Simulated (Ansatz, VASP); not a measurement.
**Ni (Ni(100)) in two plane-wave programs**

Aim: how closely do two programs agree when they are given the same cell, functional and k mesh? The cell is taken from a series of runs on this material, whose earlier steps may have relaxed, scaled, displaced or heated it; both programs get it as it stands.

Main program and level: Ansatz 0.2.0; plane waves, with VASP 6.6.1 beside it; single point at LDA, single point at PBEsol and single point at RPBE.

**1. Starting point**

The cell holds 8 atoms: 8 Ni. Cell: a = 2.489 Å, b = 2.489 Å, c = 28.320 Å, α = 90.0°, β = 90.0°, γ = 90.0°. Vacuum lies along c.

**2. Ansatz: single point, LDA**

Ansatz runs on its default PAW (the set named soft_2) files.

A single point gives forces, pressure and levels at one fixed geometry, so differences don't come from the geometry; what else differs is listed under the comparison.

Contents of input.yaml:

```yaml
crystal:
  lattice:
    - [2.4890158698, 0.0, 0.0]
    - [0.0, 2.4890158698, 0.0]
    - [0.0, 0.0, 28.32]
  atoms:
    - { symbol: Ni, position: [0.0, 0.0, 0.2824858757], spin: 0.7 }
    - { symbol: Ni, position: [0.5, 0.5, 0.3446327684], spin: 0.7 }
    - { symbol: Ni, position: [0.0, 0.0, 0.406779661], spin: 0.7 }
    - { symbol: Ni, position: [0.5, 0.5, 0.4689265537], spin: 0.7 }
    - { symbol: Ni, position: [0.0, 0.0, 0.5310734463], spin: 0.7 }
    - { symbol: Ni, position: [0.5, 0.5, 0.593220339], spin: 0.7 }
    - { symbol: Ni, position: [0.0, 0.0, 0.6553672316], spin: 0.7 }
    - { symbol: Ni, position: [0.5, 0.5, 0.7175141243], spin: 0.7 }
magnetization:
  spin_polarized: true
hamiltonian:
  xc: lda
kpoints:
  mp_grid: { grid: [14, 14, 1] }
scf:
  occupations: { method: methfessel_paxton, width: 0.1 }
  convergence: { dr2_threshold: 1.0e-09 }
efield:
  axis: 3
  dipole_correction: true
output:
  write_potential: true
  write_density: true
  volumetric_format: npy
```

On the command line:

```console
ansatz run input.yaml --threads 4 --pin off --max-ram 8192MiB --backend cpu --events-out ev --progress --plain --runs-dir out
```

Numbers of over 12 decimals in the logs are rounded to 6 here.

The log of the run:

```text
Engine: ansatz 0.2.0, aarch64-unknown-linux-gnu
Pseudopotentials: kind: paw
Pseudopotential: Ni, paw, valence charge 18, recommended cutoff 420 eV (normal), Ni.paw.azcp
Functional definition: SPW92
  exchange = slater_x
  correlation = pw_c
Crystal: 8 atoms, lattice volume = 175.448 Å³
Basis set: ecut = 420 eV, 3383 PW (Γ)
Bands: 90, of which v1, the nominal top of the filled ones, is band 72 counted from 1 (71 counted from 0)
Symmetry: 8 space group operations
k-points: 36 of 196
Non-local potential: Ni, projectors of the file, l = 0: 3, l = 1: 2, l = 2: 3, l = 3: 1
PAW form: soft (Blöchl's): semilocal exchange-correlation on the pseudo side does not see the compensation charge
PAW frozen core: Ni, regenerated for the run's functional, and the local potential with it (the file was generated under x = pbe(κ = 0.804, μ = 0.219515), c = pbe(β = 0.066725))
PAW one-centre angular grid: Ni, 590 points (default); XC on 64 Gauss nodes
Initial density: superposition of atomic densities (neutral atoms: chi_scale 0, normalization atom)
Starting moments: Σ|m| = 5.6 μB on 8 of 8 sites
Initial wavefunctions: pseudopotential atomic-orbital guess
Functional: x = slater, c = lda
SCF iter   1: F=—  HF=-46177.887115 eV  |F-HF|=—  |Δ(HF+E_count)|=         —  Δρ=5.76e-2 (↑2.04e-2 ↓5.76e-2)  dr2=9.60e0  dr2_m=1.61e0  M=6.832 μB ∫|m|=7.125 μB  β_m=1.00  ethr=3.10e-3  p=0.000 e·Å  D=3.66e-13 V/Å  ΔV_dip=-0.00 eV  dr2_dipole=5.30e-8  V_vac-E_F(+/−)=7.51/7.51 eV  ⟨swp⟩=8.1  Hψ=28685  notcnv=0  defer=211
Mixer restart at iter 1: flushing history
efield: sawtooth ramp at fractional position 0.9500 (placed from the atoms, in the widest stretch of the axis that holds none; the zero of the levels goes with the place), width 0.1000; the density the first Hamiltonian is built on has a dipole p = 0.000 e·Å; the dipole correction subtracts the counter field D = 3.66e-13 V/Å, which shifts the + side's vacuum level by -0.00 eV against the − side's; the planar-averaged density in the ramp window peaks in size at 6.7e-6 e/Å³
preconditioner: auto → LDOS  [metal: Δε(μ)=0.000 eV  Ē_g=7.601 eV  σ=0.100 eV  W_gap=0.00  n_scr=50 (ndim 8)  ℏωp=25.1 eV  f_vac=0.461  D(μ)=13.67/eV (n_scr^D=176)]
spin=Collinear: LDOS preconditioning applied to the charge; magnetization (m = ρ↑ − ρ↓) channel mixes plain (no charge-response kernel on spin).
SCF iter   2: F=—  HF=-46177.172415 eV  |F-HF|=—  |Δ(HF+E_count)|=   7.15e-1  Δρ=1.79e-2 (↑1.43e-2 ↓1.79e-2)  dr2=1.23e0  dr2_m=4.67e-2  M=6.340 μB ∫|m|=6.837 μB  β_m=0.29  ethr=3.10e-3  p=0.000 e·Å  D=1.48e-6 V/Å  ΔV_dip=-0.00 eV  dr2_dipole=2.07e-4  V_vac-E_F(+/−)=6.53/6.53 eV  ⟨swp⟩=2.3  Hψ=10930  notcnv=0  defer=564
density mixer auto → msr1: a metal under ldos (density of states about μ 3.75 of a free-electron gas's, 50 screened modes)
SCF iter   3: F=—  HF=-46179.805850 eV  |F-HF|=—  |Δ(HF+E_count)|=    2.63e0  Δρ=9.39e-3 (↑5.79e-3 ↓9.39e-3)  dr2=2.57e-1  dr2_m=3.62e-2  M=6.194 μB ∫|m|=6.687 μB  β_m=0.45  ethr=8.56e-4  p=-0.000 e·Å  D=-1.56e-4 V/Å  ΔV_dip=0.00 eV  dr2_dipole=8.25e-4  V_vac-E_F(+/−)=6.20/6.19 eV  ⟨swp⟩=2.6  Hψ=10672  notcnv=0  defer=584
SCF iter   4: F=—  HF=-46183.048245 eV  |F-HF|=—  |Δ(HF+E_count)|=    3.24e0  Δρ=1.50e-2 (↑4.30e-3 ↓1.50e-2)  dr2=3.20e-1  dr2_m=8.33e-2  M=5.631 μB ∫|m|=6.171 μB  β_m=0.65  ethr=1.78e-4  p=-0.000 e·Å  D=-1.54e-4 V/Å  ΔV_dip=0.00 eV  dr2_dipole=1.69e-3  V_vac-E_F(+/−)=5.67/5.67 eV  ⟨swp⟩=2.3  Hψ=11331  notcnv=0  defer=590
SCF iter   5: F=—  HF=-46184.219833 eV  |F-HF|=—  |Δ(HF+E_count)|=    1.17e0  Δρ=9.37e-3 (↑3.11e-3 ↓9.37e-3)  dr2=1.38e-1  dr2_m=3.02e-2  M=5.173 μB ∫|m|=5.728 μB  β_m=0.82  ethr=1.78e-4  p=-0.000 e·Å  D=-3.31e-4 V/Å  ΔV_dip=0.01 eV  dr2_dipole=1.02e-4  V_vac-E_F(+/−)=5.47/5.46 eV  ⟨swp⟩=2.1  Hψ=10805  notcnv=0  defer=600
SCF iter   6: F=—  HF=-46184.411764 eV  |F-HF|=—  |Δ(HF+E_count)|=   1.92e-1  Δρ=8.23e-3 (↑6.19e-3 ↓8.23e-3)  dr2=2.21e-1  dr2_m=4.55e-3  M=5.078 μB ∫|m|=5.637 μB  β_m=0.65  ethr=9.60e-5  p=-0.000 e·Å  D=-9.76e-5 V/Å  ΔV_dip=0.00 eV  dr2_dipole=1.04e-4  V_vac-E_F(+/−)=5.36/5.36 eV  ⟨swp⟩=2.1  Hψ=12554  notcnv=0  defer=640
SCF iter   7: F=—  HF=-46184.361088 eV  |F-HF|=—  |Δ(HF+E_count)|=   5.07e-2  Δρ=2.44e-3 (↑1.50e-3 ↓2.44e-3)  dr2=1.54e-2  dr2_m=8.77e-4  M=5.046 μB ∫|m|=5.603 μB  β_m=0.54  ethr=9.60e-5  p=0.000 e·Å  D=3.12e-4 V/Å  ΔV_dip=-0.01 eV  dr2_dipole=2.56e-4  V_vac-E_F(+/−)=5.34/5.35 eV  ⟨swp⟩=2.4  Hψ=12070  notcnv=0  defer=640
SCF iter   8: F=—  HF=-46184.359705 eV  |F-HF|=—  |Δ(HF+E_count)|=   1.38e-3  Δρ=7.33e-4 (↑5.61e-4 ↓7.33e-4)  dr2=3.64e-4  dr2_m=5.92e-4  M=5.032 μB ∫|m|=5.590 μB  β_m=0.65  ethr=1.07e-5  p=0.000 e·Å  D=3.93e-6 V/Å  ΔV_dip=-0.00 eV  dr2_dipole=2.53e-7  V_vac-E_F(+/−)=5.29/5.29 eV  ⟨swp⟩=3.1  Hψ=12136  notcnv=0  defer=640
[...]
iter 48 met the thresholds in force, and the SCF goes on: an eigenvalue changes by 4.48 meV, over its tolerance of 1.00 meV (output.eigenvalues, Limitations)
SCF iter  48: F=-46184.322336 eV  HF=-46184.322336 eV  |F-HF|=1.09e-9  |Δ(HF+E_count)|=  2.33e-10  S|Δr|=    0.00e0  Δρ=3.12e-7 (↑8.00e-8 ↓3.12e-7)  dr2=5.41e-10  dr2_m=2.23e-11  M=5.037 μB ∫|m|=5.608 μB  β_m=1.00  ethr=1.00e-12  p=0.000 e·Å  D=6.96e-8 V/Å  ΔV_dip=-0.00 eV  dr2_dipole=1.18e-10  V_vac-E_F(+/−)=5.28/5.28 eV  ⟨swp⟩=1.4  Hψ=13379  notcnv=0  κ⁻¹=6.5e-6(r=8)
SCF iter  49: F=-46184.322336 eV  HF=-46184.322336 eV  |F-HF|=1.16e-10  |Δ(HF+E_count)|=  4.15e-10  S|Δr|=    0.00e0  Δρ=4.11e-8 (↑2.31e-8 ↓4.11e-8)  dr2=5.51e-12  dr2_m=3.11e-13  M=5.037 μB ∫|m|=5.608 μB  ethr=1.00e-12  p=-0.000 e·Å  D=-2.13e-8 V/Å  ΔV_dip=0.00 eV  dr2_dipole=1.60e-13  V_vac-E_F(+/−)=5.28/5.28 eV  ⟨swp⟩=1.5  Hψ=12921  notcnv=0
SCF 1 converged in 49 iterations: F = -46184.322336 eV  dr2 = 5.51e-12
  greatest PAW one-centre occupation: 1.002 electrons in one spin orbital (limit 2), on the Ni atom at site 0 (counted from 0), in its partial waves of l = 1
WARN: The output density's exchange-correlation potential varies sharply where the density is thin. Do not read a vacuum level from v_tot or v_xc, or from such a field of the output density. On a cell that repeats whose density bears no net charge and no dipole along the vacuum's axis use v_es (v_loc + v_h of the components); under efield.dipole_correction with no amplitude use v_es + v_field, which holds any externa [...]
this state was not tested for a lower state beside it, because cold or Methfessel-Paxton smearing, or corrected tetrahedra, fill the levels in a way that the test cannot read (fill_not_monotonic; see scf.lower_state_search)
SCF converged after 49 iterations
an eigenvalue changed by more than its tolerance at an iteration that met the thresholds in force, so the SCF went on 7 times, its first undamped step at iteration 32: the last check found none over its tolerance
Magnetization: 5.0369 μB (74.5184 up, 69.4816 down)
Absolute magnetization: 5.6133 μB (∫|ρ↑−ρ↓|, with the PAW one-centre terms)
Spin contamination: 0.0474 ħ² per cell (⟨S²⟩ above its minimum at these occupations)
Per-site moments (μB) at R_I (Å): [(0.731820, 1.026719), (0.650879, 1.026719), (0.641937, 1.026719), (0.618192, 1.026719), (0.618192, 1.026719), (0.641937, 1.026719), (0.650879, 1.026719), (0.731820, 1.026719)]
Free energy (F): -46184.322336 eV
Harris-Foulkes:  -46184.322336 eV  (|F-HF|=1.16e-10)
Internal energy: -46184.326013 eV  (E = F + TS)
E sigma→0 (E₀):  -46184.323255 eV
Entropy (-TS):   0.003677 eV (0.460 meV/atom)
Fermi energy:    6.184172 eV
Dipole field:    D = 0.000001 V/Å  (p = 0.000001 e·Å, saw-weighted, corrected)
Work function:   Φ+ = 5.2761 eV   Φ− = 5.2761 eV
Levels:          The Fermi level and band energies are counted from a zero that moves with the ramp; work functions are not
--- Per-component energies (eV) ---
  E_band       = -3949.942032
  E_kinetic    = 2259.071561
  E_local      = -393031.343864  (includes V_loc(G=0)·N_el)
  E_nonlocal   = 5115.653477
  E_hartree    = 193394.388101
  E_xc         = -671.556356
  E_vxc        = -869.253670  (∫ρ·V_xc dr)
  E_paw        = -12509.437432  (= ΣΔE_a)
  E_vpaw       = -4212.849056  (= ΣTr[D̂ρ^β])
  E_aug_tail   = 0.003600  (compensation charges beyond the density's cutoff)
  E_efield     = 0.000000  (sawtooth field / dipole correction)
  E_vefield    = 0.000000  (∫n·V_field dr)
  E_ewald      = 159255.421935
  E_core_change = 3.472964  (= ΣΔE_core)
  E_smearing   = 0.003677  (= −TS)
  E_closure    = -0.000000  (closes the sum)
  Σ components = -46184.322336   (vs F -46184.322336, Δ=0.00e0)
--- Band table (eV; the first three rows and the last of 72) ---
  k-point 0 ↑: bands = [... 68 lower, 5.3681, 5.3681, 5.4519, 5.5795, 5.6077, 5.6077, 5.6479, 5.6751, ... 14 higher]
  k-point 1 ↑: bands = [... 68 lower, 5.3037, 5.3307, 5.4855, 5.4868, 5.5174, 5.5703, 5.6149, 5.6200, ... 14 higher]
  k-point 2 ↑: bands = [... 68 lower, 5.2353, 5.2503, 5.3150, 5.4383, 5.4655, 5.5502, 5.6459, 5.7144, ... 14 higher]
  k-point 35 ↓: bands = [... 68 lower, 6.5281, 6.5281, 6.8537, 6.8537, 9.0379, 9.0379, 10.1231, 10.1231, ... 14 higher]
```

Reading the cycles: dr2 is the Hartree energy of the density residual (eV), the measure of convergence; HF is the Harris–Foulkes estimate of the energy, which meets the free energy F at convergence.

[end of part 1 of 3]

[Lines on the potential files, build, host, timing and source positions are cut from VASP's logs without a mark.]

[Logs are printed without paths, hosts, clocks, repeated set-up lines and the standing remarks that a program may print on its own settings, such as how far it seeks lower states.]

[Hosts, paths, dates, database ids (printed as entryN), source tags and the programs' standing remarks are cut or masked in the printed files.]
